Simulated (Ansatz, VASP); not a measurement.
# Cross-check of PbO between VASP and Ansatz, part 2 of 2

One calculation is typed for both programs; each brings its own data sets. How far apart do they land? The cell is taken from a series of runs on this material, whose earlier steps may have relaxed, scaled, displaced or heated it; both programs get it as it stands.

VASP 6.6.1 and Ansatz 0.2.0.

So far: The starting structure; VASP: dielectric response, PBE.

## (3) Ansatz: dielectric response, PBE

Level of this step: Ansatz beside VASP: Kohn-Sham DFT, plane waves, PBE (Ansatz).

Ansatz runs on its default PAW (the set named soft_2) files.

The same cell, functional and mesh now go to Ansatz, which takes its cutoff from its data sets.

The input, input.yaml:

```yaml
crystal:
  lattice:
    - [3.9748, 0.0, 0.0]
    - [0.0, 3.9748, 0.0]
    - [0.0, 0.0, 5.0227]
  atoms:
    - { symbol: Pb, position: [0.0, 0.5, 0.238514] }
    - { symbol: Pb, position: [0.5, 0.0, 0.761486] }
    - { symbol: O, position: [0.0, 0.0, 0.0] }
    - { symbol: O, position: [0.5, 0.5, 0.0] }
kpoints:
  mp_grid: { grid: [6, 6, 4] }
hamiltonian:
  xc: pbe
scf:
  occupations: { method: fixed }
dielectric: {}
```

On the command line:

```console
$ ansatz run input.yaml --threads 8 --pin off --max-ram 14745MiB --backend cpu --events-out ev --progress --plain --runs-dir out
```

Numbers of over 12 decimals in the logs are rounded to 6 here.

The program printed:

```text
Engine: ansatz 0.2.0, aarch64-unknown-linux-gnu
Pseudopotentials: kind: paw
Pseudopotential: Pb, paw, valence charge 14, recommended cutoff 420 eV (normal), Pb.paw.azcp
Pseudopotential: O, paw, valence charge 6, recommended cutoff 420 eV (normal), O.paw.azcp
Functional definition: PBE
  parameter kappa = 0.804
  parameter beta = 0.066725
  exchange = pbe_x(kappa = kappa, mu = beta*pi^2/3)
  correlation = pbe_c(beta = beta)
Crystal: 4 atoms, lattice volume = 79.354 Å³
Basis set: ecut = 420 eV, 1577 PW (Γ), exchange–correlation on 60×60×72 points (8 copies of the dense FFT grid, shifted against one another)
Bands: 24, of which v1, the nominal top of the filled ones, is band 20 counted from 1 (19 counted from 0)
Symmetry: 16 space group operations
k-points: 56 of 144 (irreducible under 2 space group operations, time reversal used)
Non-local potential: Pb, projectors of the file, l = 0: 2, l = 1: 2, l = 2: 2, l = 3: 2
Non-local potential: O, projectors of the file, l = 0: 2, l = 1: 2, l = 2: 1
PAW form: soft (Blöchl's): semilocal exchange-correlation on the pseudo side does not see the compensation charge
PAW one-centre angular grid: Pb, 590 points (default); XC on 64 Gauss nodes
PAW one-centre angular grid: O, 110 points (default); XC on 64 Gauss nodes
Initial density: superposition of atomic densities (neutral atoms: chi_scale 0, normalization atom), corrected by the library's trained network
Initial wavefunctions: pseudopotential atomic-orbital guess
Functional: x = pbe(κ = 0.804, μ = 0.219515), c = pbe(β = 0.066725)
SCF iter   1: F=—  HF=-24947.056660 eV  |F-HF|=—  |Δ(HF+E_count)|=         —  Δρ=1.57e-3  dr2=1.55e-3  ethr=1.77e-3  ⟨swp⟩=5.0  Hψ=5112  notcnv=0  defer=108
preconditioner: auto → Resta (q_TF=auto, 2.434 Å⁻¹)  ε∞=4.0  [insulator: Δε(μ)=1.157 eV  Ē_g=15.331 eV  n_scr=18 (ndim 8)  ℏωp=26.4 eV  f_vac=0.036  ε∞_Penn≈4.0]
SCF iter   2: F=—  HF=-24947.057952 eV  |F-HF|=—  |Δ(HF+E_count)|=   1.29e-3  Δρ=7.56e-4  dr2=2.44e-4  ethr=3.87e-6  ⟨swp⟩=2.7  Hψ=3134  notcnv=0  defer=110
SCF iter   3: F=—  HF=-24947.058116 eV  |F-HF|=—  |Δ(HF+E_count)|=   1.64e-4  Δρ=2.48e-4  dr2=3.36e-5  ethr=6.10e-7  ⟨swp⟩=2.1  Hψ=2336  notcnv=0  defer=110
SCF iter   4: F=—  HF=-24947.058131 eV  |F-HF|=—  |Δ(HF+E_count)|=   1.54e-5  Δρ=1.09e-4  dr2=7.27e-6  ethr=8.39e-8  ⟨swp⟩=2.0  Hψ=1839  notcnv=0  defer=108
SCF iter   5: F=—  HF=-24947.058137 eV  |F-HF|=—  |Δ(HF+E_count)|=   5.36e-6  Δρ=2.44e-5  dr2=5.47e-7  ethr=1.82e-8  ⟨swp⟩=2.0  Hψ=1742  notcnv=0  defer=95
SCF iter   6: F=—  HF=-24947.058137 eV  |F-HF|=—  |Δ(HF+E_count)|=   3.92e-8  Δρ=6.10e-6  dr2=4.32e-8  ethr=1.37e-9  ⟨swp⟩=2.3  Hψ=2069  notcnv=0  defer=73
SCF iter   7: F=—  HF=-24947.058137 eV  |F-HF|=—  |Δ(HF+E_count)|=   5.86e-8  Δρ=1.70e-6  dr2=3.15e-9  ethr=1.08e-10  ⟨swp⟩=2.3  Hψ=2304  notcnv=0  defer=73
SCF iter   8: F=—  HF=-24947.058137 eV  |F-HF|=—  |Δ(HF+E_count)|=   4.12e-9  Δρ=4.26e-7  dr2=1.96e-10  ethr=7.87e-12  ⟨swp⟩=2.7  Hψ=2403  notcnv=0  defer=73
SCF iter   9: F=-24947.058137 eV  HF=-24947.058137 eV  |F-HF|=1.82e-11  |Δ(HF+E_count)|=  3.57e-10  Δρ=9.33e-8  dr2=8.28e-12  ethr=1.00e-12  ⟨swp⟩=5.4  Hψ=4805  notcnv=0
SCF 1 converged in 9 iterations: F = -24947.058137 eV  dr2 = 8.28e-12
  greatest PAW one-centre occupation: 0.983 electrons in one spin orbital (limit 2), on the Pb atom at site 1 (counted from 0), in its partial waves of l = 2
DFPT response loops at Γ: preconditioner auto → Resta (q_TF=auto, 2.434 Å⁻¹)  ε∞=7.2 (no band partly filled); β = 1.00, the filter's whole step (`scf.mixing.beta` (0.50) is not read by the response loops at its default; to damp them type it under 1.00, their step now; it binds the ground state too); Broyden in place of MSR1
── the response to a field inside a basis, on 6×6×4 k-points: an SCF that follows is theirs, and a resumed run solves both again ──
Bands: 21, of which v1, the nominal top of the filled ones, is band 20 counted from 1 (19 counted from 0)
k-points: 12 of 144
Initial density: handed on by an earlier stage of this run
Initial wavefunctions: pseudopotential atomic-orbital guess (no wavefunctions were taken with the density)
Eigensolver: Dense (12 Hₖ)
SCF iter   1: F=—  HF=-24947.051131 eV  |F-HF|=—  |Δ(HF+E_count)|=         —  Δρ=3.52e-4  dr2=1.77e-5  ethr=1.00e-1
preconditioner: auto → Resta (q_TF=auto, 2.434 Å⁻¹)  ε∞=4.6  [insulator: Δε(μ)=1.772 eV  Ē_g=13.899 eV  n_scr=18 (ndim 8)  ℏωp=26.4 eV  f_vac=0.037  ε∞_Penn≈4.6]
SCF iter   2: F=—  HF=-24947.051137 eV  |F-HF|=—  |Δ(HF+E_count)|=   6.20e-6  Δρ=1.61e-4  dr2=8.39e-6  ethr=4.43e-8
SCF iter   3: F=—  HF=-24947.051139 eV  |F-HF|=—  |Δ(HF+E_count)|=   2.08e-6  Δρ=8.16e-5  dr2=8.76e-7  ethr=2.10e-8
SCF iter   4: F=-24947.051140 eV  HF=-24947.051140 eV  |F-HF|=1.02e-8  |Δ(HF+E_count)|=   7.39e-7  Δρ=3.69e-6  dr2=6.24e-9  ethr=2.19e-9
SCF 1 converged in 4 iterations: F = -24947.051140 eV  dr2 = 6.24e-9
DFPT response loops at Γ: preconditioner auto → Resta (q_TF=auto, 2.434 Å⁻¹)  ε∞=5.8 (no band partly filled); β = 1.00, the filter's whole step (`scf.mixing.beta` (0.50) is not read by the response loops at its default; to damp them type it under 1.00, their step now; it binds the ground state too); Broyden in place of MSR1
SCF converged after 9 iterations
Free energy (F): -24947.058137 eV
Harris-Foulkes:  -24947.058137 eV  (|F-HF|=1.82e-11)
Internal energy: -24947.058137 eV  (E = F + TS)
E sigma→0 (E₀):  -24947.058137 eV
Fermi energy:    8.575651 eV
--- Per-component energies (eV) ---
  E_band       = -102.365081
  E_kinetic    = 928.491749
  E_local      = -3103.315595  (includes V_loc(G=0)·N_el)
  E_nonlocal   = 798.388933
  E_hartree    = 1235.237509
  E_xc         = -588.735802
  E_vxc        = -452.808225  (∫ρ·V_xc dr)
  E_paw        = -21129.241087  (= ΣΔE_a)
  E_vpaw       = -743.601766  (= ΣTr[D̂ρ^β])
  E_aug_tail   = 0.004816  (compensation charges beyond the density's cutoff)
  E_ewald      = -3087.888659
  E_smearing   = -0.000000  (= −TS)
  E_closure    = 0.000000  (closes the sum)
  Σ components = -24947.058137   (vs F -24947.058137, Δ=0.00e0)
--- Band table (eV; the first three rows and the last of 56) ---
  k-point 0: bands = [... 16 lower, 6.8685, 6.9468, 6.9468, 8.5757, 10.9895, 14.1309, 14.1630, 14.1630]
  k-point 1: bands = [... 16 lower, 6.8486, 6.9341, 6.9341, 8.2019, 10.6819, 13.1088, 13.1088, 13.5893]
  k-point 2: bands = [... 16 lower, 6.8293, 6.9185, 6.9185, 7.5824, 10.6279, 12.5483, 12.5483, 12.8464]
  k-point 55: bands = [... 16 lower, 6.3037, 6.3037, 7.5598, 7.5598, 11.9811, 11.9811, 13.3163, 13.3163]
--- Dielectric response (ions clamped): 3 representative field directions + reference, inside a basis on a mesh of 144 k-points (Σ response iterations 18) ---
  ε∞ (high-frequency dielectric tensor):
        6.797676     0.000000     0.000000
        0.000000     6.797676     0.000000
        0.000000     0.000000     6.242460
  Born effective charges Z* (e; rows j = field, columns β = displacement):
    site 0:
         3.14977   -0.00000   -0.00000
         0.00000    3.14977    0.00000
         0.00000    0.00000    2.33574
    site 1:
         3.14977   -0.00000    0.00000
         0.00000    3.14977    0.00000
         0.00000    0.00000    2.33574
    site 2:
        -3.14977    0.00000    0.00000
        -0.00000   -3.14977    0.00000
        -0.00000   -0.00000   -2.33574
    site 3:
        -3.14977    0.00000   -0.00000
        -0.00000   -3.14977    0.00000
         0.00000    0.00000   -2.33574
  Z* charge neutrality: 3.915e-3 e pre-enforcement
  solved inside a basis spanned on kpoints, on 6×6×4 k-points, its susceptibility summed on 10×10×8: ε∞ is read to err by 2.6e-2, Z* by 2.0e-2 e (field_mesh: kpoints solves on kpoints); Z* is corrected for what the basis lacks
```

The column dr2 measures how far the density is from self-consistency, as an energy; F and HF (Harris–Foulkes) agree once it is small.

## (4) Comparison

Known differences besides the potentials themselves: fixed occupations in Ansatz, narrow Gaussian smearing in VASP; VASP's response is taken on the typed mesh, Ansatz refines its own for the field response alone; the cutoff is 420 eV in Ansatz and 520 eV in VASP. Total energies have different zeros and are not compared.

The two programs side by side:

```
quantity  Ansatz  VASP  difference
   ε∞ xx    6.80  6.81     -0.25 %
   ε∞ yy    6.80  6.81     -0.25 %
   ε∞ zz    6.24  6.24     +0.06 %
```

## (5) Summary of results

```json
{"difference in ε∞ xx (dielectric response, PBE)": "-0.25 %"}
```

The difference in ε∞ xx is -0.25 % (dielectric response, PBE), within the 5 % picked in this series as the mark of a large difference. Such differences can come from data sets, numerical settings and the points named under the comparisons, not from the functional's error against experiment.

[Lines on the potential files, build, host, timing and source positions are cut from VASP's logs without a mark.]

[Logs are printed without paths, hosts, clocks, repeated set-up lines and the standing remarks that a program may print on its own settings, such as how far it seeks lower states.]

[Hosts, paths, dates, database ids (printed as entryN), source tags and the programs' standing remarks are cut or masked in the printed files.]
